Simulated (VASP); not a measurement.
Given:

```yaml
crystal:
  lattice:
    - [4.69974, 0.00000, 0.00000]
    - [0.00000, 4.69974, 0.00000]
    - [0.00000, 0.00000, 3.01340]
  atoms:
    - { symbol: Ti, position: [0.00000, 0.00000, 0.00000] }
    - { symbol: Ti, position: [0.50000, 0.50000, 0.50000] }
    - { symbol: O, position: [0.30483, 0.30483, 0.00000] }
    - { symbol: O, position: [0.80483, 0.19517, 0.50000] }
    - { symbol: O, position: [0.19517, 0.80483, 0.50000] }
    - { symbol: O, position: [0.69517, 0.69517, 0.00000] }
```

The numbers are results of vdW-DF2, VASP's PBE PAW potentials (set 64) (plane waves; VASP), not measurements. Numerical set-up: 520 eV cut-off, Gaussian smearing of 0.050 eV, potentials Ti_sv O.

Question: Predict the band gap (along the path) with the smallest direct gap where there is one.

Answer: 
band gap (along the path): 1.70 eV
smallest direct gap (along the path): 1.70 eV

Total energies compare only between runs with the same potentials, cut-off and functional.

The compound is TiO2 in the rutile structure. It was relaxed first, which changed the volume by +7 %.
